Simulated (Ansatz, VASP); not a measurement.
# Be: VASP beside Ansatz, part 2 of 2

Aim: how closely do two programs agree when they are given the same cell, functional and k mesh?

VASP 6.6.1 and Ansatz 0.2.0.

So far: The structure; VASP: band structure, PBEsol.

### 3. Ansatz: band structure, PBEsol

Level of this step: Ansatz beside VASP: Kohn-Sham DFT, plane waves, PBEsol (Ansatz).

Ansatz runs on its default PAW (the set named soft_2) files.

The same cell, functional, mesh and smearing now go to Ansatz, which takes its cutoff from its data sets.

Input file input.yaml:

```yaml
crystal:
  lattice:
    - [2.5062419026, 0.0, 0.0]
    - [0.0, 2.5062419026, 0.0]
    - [0.0, 0.0, 21.7718466591]
  atoms:
    - { symbol: Be, position: [0.0, 0.0, 0.6960312739] }
    - { symbol: Be, position: [0.5, 0.5, 0.6417468603] }
    - { symbol: Be, position: [0.0, 0.0, 0.5851370181] }
    - { symbol: Be, position: [0.5, 0.5, 0.528778472] }
    - { symbol: Be, position: [0.0, 0.0, 0.471221528] }
    - { symbol: Be, position: [0.5, 0.5, 0.4148629819] }
    - { symbol: Be, position: [0.0, 0.0, 0.3582531397] }
    - { symbol: Be, position: [0.5, 0.5, 0.3039687261] }
hamiltonian:
  xc: pbesol
  pseudopotentials: { kind: paw }
kpoints:
  mp_grid: { grid: [9, 9, 1] }
  band_path:
    path:
      - [0.5, 0.5, 0.0]
      - [0.46154, 0.46154, 0.0]
      - [0.42308, 0.42308, 0.0]
      - [0.34615, 0.34615, 0.0]
      - [0.30769, 0.30769, 0.0]
      - [0.23077, 0.23077, 0.0]
      - [0.19231, 0.19231, 0.0]
      - [0.15385, 0.15385, 0.0]
      - [0.07692, 0.07692, 0.0]
      - [0.03846, 0.03846, 0.0]
      - [0.0, 0.0, 0.0]
      - [0.0, 0.03846, 0.0]
      - [0.0, 0.07692, 0.0]
      - [0.0, 0.15385, 0.0]
      - [0.0, 0.19231, 0.0]
      - [0.0, 0.26923, 0.0]
      - [0.0, 0.30769, 0.0]
      - [0.0, 0.38462, 0.0]
      - [0.0, 0.42308, 0.0]
      - [0.0, 0.46154, 0.0]
      - [0.0, 0.5, 0.0]
      - [0.03846, 0.5, 0.0]
      - [0.11538, 0.5, 0.0]
      - [0.15385, 0.5, 0.0]
      - [0.19231, 0.5, 0.0]
      - [0.26923, 0.5, 0.0]
      - [0.30769, 0.5, 0.0]
      - [0.38462, 0.5, 0.0]
      - [0.42308, 0.5, 0.0]
      - [0.5, 0.5, 0.0]
    npoints: 1
scf:
  occupations: { method: gaussian, width: 0.05 }
  n_extra_bands: 10
efield:
  axis: 3
  dipole_correction: true
  ramp_width: 0.04
output:
  forces: true
  eigenvalues: true
```

Started as:

```bash
$ ansatz run input.yaml --threads 4 --pin off --max-ram 9216MiB --backend cpu --events-out ev --progress --plain --runs-dir out
```

Numbers of over 12 decimals in the logs are rounded to 6 here.

The log of the run:

```text
scf.n_extra_bands = 10 over 8 filled bands (N_el = 16.0): the run solves 18 bands
Engine: ansatz 0.2.0, x86_64-unknown-linux-gnu
Pseudopotentials: kind: paw
Pseudopotential: Be, paw, valence charge 2, recommended cutoff 420 eV (normal), Be.paw.azcp
Functional definition: PBEsol
  exchange = pbesol_x
  correlation = pbesol_c
Crystal: 8 atoms, lattice volume = 136.754 Å³
Basis set: ecut = 420 eV, 2649 PW (Γ), exchange–correlation on 36×36×300 points (8 copies of the dense FFT grid, shifted against one another)
Bands: 18, of which v1, the nominal top of the filled ones, is band 8 counted from 1 (7 counted from 0)
Symmetry: 8 space group operations
k-points: 15 of 81
Non-local potential: Be, projectors of the file, l = 0: 2, l = 1: 2, l = 2: 1
PAW form: soft (Blöchl's): semilocal exchange-correlation on the pseudo side does not see the compensation charge
PAW frozen core: Be, regenerated for the run's functional, and the local potential with it (the file was generated under x = pbe(κ = 0.804, μ = 0.219515), c = pbe(β = 0.066725))
PAW one-centre angular grid: Be, 110 points (default); XC on 64 Gauss nodes
Initial density: superposition of atomic densities (neutral atoms: chi_scale 0, normalization atom), corrected by the library's trained network
Initial wavefunctions: pseudopotential atomic-orbital guess
Functional: x = pbesol(κ = 0.804, μ = 0.123457), c = pbesol(β = 0.046)
SCF iter   1: F=—  HF=-720.573716 eV  |F-HF|=—  |Δ(HF+E_count)|=         —  Δρ=2.51e-3  dr2=2.28e-2  ethr=1.77e-3  p=0.000 e·Å  D=6.31e-14 V/Å  ΔV_dip=-0.00 eV  dr2_dipole=2.92e-12  V_vac-E_F(+/−)=3.13/3.13 eV  ⟨swp⟩=11.3  Hψ=2695  notcnv=0  defer=11
efield: sawtooth ramp at fractional position 0.9800 (placed from the atoms, in the widest stretch of the axis that holds none; the zero of the levels goes with the place), width 0.0400; the density the first Hamiltonian is built on has a dipole p = 0.000 e·Å; the dipole correction subtracts the counter field D = 6.31e-14 V/Å, which shifts the + side's vacuum level by -0.00 eV against the − side's; the planar-averaged density in the ramp window peaks in size at 2.5e-4 e/Å³
preconditioner: auto → LDOS  [insulator: Δε(μ)=0.201 eV  Ē_g=9.123 eV  σ=0.050 eV  W_gap=0.78  n_scr=12 (ndim 8)  ℏωp=12.7 eV  f_vac=0.419  D(μ)=1.02/eV (n_scr^D=8)  ε∞_Penn≈2.9  β→1.0]
SCF iter   2: F=—  HF=-720.574034 eV  |F-HF|=—  |Δ(HF+E_count)|=   3.18e-4  Δρ=4.92e-4  dr2=1.11e-3  ethr=1.43e-4  p=-0.000 e·Å  D=-1.99e-5 V/Å  ΔV_dip=0.00 eV  dr2_dipole=7.04e-8  V_vac-E_F(+/−)=3.27/3.27 eV  ⟨swp⟩=2.7  Hψ=549  notcnv=0  defer=50
SCF iter   3: F=—  HF=-720.574054 eV  |F-HF|=—  |Δ(HF+E_count)|=   2.00e-5  Δρ=1.24e-4  dr2=1.41e-4  ethr=6.92e-6  p=0.000 e·Å  D=2.49e-5 V/Å  ΔV_dip=-0.00 eV  dr2_dipole=2.44e-8  V_vac-E_F(+/−)=3.30/3.30 eV  ⟨swp⟩=2.4  Hψ=371  notcnv=0  defer=50
SCF iter   4: F=—  HF=-720.574043 eV  |F-HF|=—  |Δ(HF+E_count)|=   1.12e-5  Δρ=3.13e-5  dr2=5.48e-6  ethr=8.83e-7  p=-0.000 e·Å  D=-2.67e-6 V/Å  ΔV_dip=0.00 eV  dr2_dipole=8.12e-11  V_vac-E_F(+/−)=3.30/3.30 eV  ⟨swp⟩=2.4  Hψ=343  notcnv=0  defer=50
SCF iter   5: F=—  HF=-720.573837 eV  |F-HF|=—  |Δ(HF+E_count)|=   2.05e-4  Δρ=8.28e-6  dr2=2.97e-7  ethr=3.42e-8  p=0.000 e·Å  D=1.42e-6 V/Å  ΔV_dip=-0.00 eV  dr2_dipole=6.86e-10  V_vac-E_F(+/−)=3.29/3.29 eV  ⟨swp⟩=2.5  Hψ=368  notcnv=0  defer=50
SCF iter   6: F=-720.573837 eV  HF=-720.573837 eV  |F-HF|=5.47e-9  |Δ(HF+E_count)|=   2.05e-8  Δρ=1.49e-6  dr2=8.90e-9  ethr=6.25e-10  p=0.000 e·Å  D=3.81e-7 V/Å  ΔV_dip=-0.00 eV  dr2_dipole=1.14e-10  V_vac-E_F(+/−)=3.29/3.29 eV  ⟨swp⟩=12.5  Hψ=1685  notcnv=0
SCF 1 converged in 6 iterations: F = -720.573837 eV  dr2 = 8.90e-9
  greatest PAW one-centre occupation: 0.364 electrons in one spin orbital (limit 2), on the Be atom at site 1 (counted from 0), in its partial waves of l = 0
NSCF: frozen V_eff on 30 k-points
efield: sawtooth ramp at fractional position 0.9800 (kept from the solve that this one continues, or follows in the run), width 0.0400; the density the first Hamiltonian is built on has a dipole p = 0.000 e·Å; the dipole correction subtracts the counter field D = 3.81e-7 V/Å, which shifts the + side's vacuum level by -0.00 eV against the − side's; the planar-averaged density in the ramp window peaks in size at 2.5e-6 e/Å³
SCF converged after 6 iterations
Free energy (F): -720.573837 eV
Harris-Foulkes:  -720.573837 eV  (|F-HF|=5.47e-9)
Internal energy: -720.572304 eV  (E = F + TS)
E sigma→0 (E₀):  -720.573071 eV
Entropy (-TS):   -0.001533 eV (-0.192 meV/atom)
Fermi energy:    2.401100 eV
Dipole field:    D = -0.000017 V/Å  (p = -0.000013 e·Å, saw-weighted, corrected)
Work function:   Φ+ = 3.2941 eV   Φ− = 3.2937 eV
Levels:          The Fermi level and band energies are counted from a zero that moves with the ramp; work functions are not
--- Per-component energies (eV) ---
  E_band       = -49.358263
  E_kinetic    = 164.357587
  E_local      = -3963.379631  (includes V_loc(G=0)·N_el)
  E_nonlocal   = 34.412512
  E_hartree    = 1944.767221
  E_xc         = -154.885297
  E_vxc        = -163.627139  (∫ρ·V_xc dr)
  E_paw        = -457.566677  (= ΣΔE_a)
  E_vpaw       = -10.651664  (= ΣTr[D̂ρ^β])
  E_aug_tail   = -0.000005  (compensation charges beyond the density's cutoff)
  E_efield     = 0.000000  (sawtooth field / dipole correction)
  E_vefield    = 0.000000  (∫n·V_field dr)
  E_ewald      = 1711.645734
  E_core_change = 0.076251  (= ΣΔE_core)
  E_smearing   = -0.001533  (= −TS)
  E_closure    = -0.000000  (closes the sum)
  Σ components = -720.573837   (vs F -720.573837, Δ=0.00e0)
--- Forces (eV/Å), atoms counted from 1 ---
  atom   1  Be    -0.00000000     0.00000000    -0.00163103
  atom   2  Be    -0.00000000     0.00000000    -0.01737666
  atom   3  Be     0.00000000     0.00000000    -0.01009207
  atom   4  Be    -0.00000000     0.00000000     0.00367804
  atom   5  Be    -0.00000000     0.00000000    -0.00366842
  atom   6  Be    -0.00000000     0.00000000     0.01008932
  atom   7  Be     0.00000000     0.00000000     0.01737493
  atom   8  Be     0.00000000     0.00000000     0.00163003
  max |Σ_I F_I| component: 4.14e-6 eV/Å
--- Band table (eV; the first three rows and the last of 15) ---
  k-point 0: bands = [... 4 lower, -3.7228, -1.6423, 0.4020, 2.5712, 4.6112, 5.7350, 5.9601, 6.6308, ... 6 higher]
  k-point 1: bands = [... 4 lower, -3.5212, -1.4492, 0.5740, 2.6901, 4.6432, 4.6775, 5.8044, 6.1771, ... 6 higher]
  k-point 2: bands = [... 4 lower, -2.9544, -0.9831, 0.6482, 1.1953, 3.0929, 3.4143, 5.0671, 5.8685, ... 6 higher]
  k-point 14: bands = [... 4 lower, -0.8629, 0.1189, 0.8983, 2.2207, 2.4376, 2.8691, 3.1710, 3.1841, ... 6 higher]
```

Elapsed: 1.8 s, on 4 threads of Intel Xeon Platinum 8375C at 2.90GHz (Ice Lake), shared host; peak memory 0.4 GiB; 6.5 s of CPU time.

In the SCF lines HF is the Harris–Foulkes energy and dr2 the Hartree energy of the density residual, in eV; the loop may stop once dr2 is under the threshold and the program's other checks hold. Hψ counts applications of the Hamiltonian.

### 4. Side by side

Known differences besides the potentials themselves: the cutoff is 420 eV in Ansatz and 300 eV in VASP (PREC = Normal); Ansatz makes its cores anew for this functional, VASP keeps those of its PBE data sets; VASP leaves aspherical gradient terms in its spheres out (LASPH is not set), Ansatz keeps them. Total energies have different zeros and are not compared.

Compared:

```csv
quantity,Ansatz,VASP,difference
"work function, lower of the two faces (eV)",3.29,3.30,0.00
"work function, higher of the two faces (eV)",3.29,3.30,0.00
```

At this near-relaxed geometry the largest component of a force difference is 30 meV/Å. Levels from 3 eV below to 2 eV above the Fermi level differ by 4 meV r.m.s. and 10 meV at most; each VASP level is matched to the nearest of Ansatz, which flatters the figure a little. VASP's log warns that it found no field-free region in the vacuum, so its work functions are uncertain.

### 5. What came out

```json
{"r.m.s. difference of levels near the Fermi level (band structure, PBEsol)": "3.9 meV", "r.m.s. force difference (band structure, PBEsol)": "9.3 meV/Å"}
```

**Reading.** The r.m.s. force difference is 9.3 meV/Å (band structure, PBEsol), within the 12 meV/Å picked in this series as the mark of a large difference. Such differences can come from data sets, numerical settings and the points named under the comparisons, not from the functional's error against experiment.

[Lines on the potential files, build, host, timing and source positions are cut from VASP's logs without a mark.]

[Logs are printed without paths, hosts, clocks, repeated set-up lines and the standing remarks that a program may print on its own settings, such as how far it seeks lower states.]

[Hosts, paths, dates, database ids (printed as entryN), source tags and the programs' standing remarks are cut or masked in the printed files.]
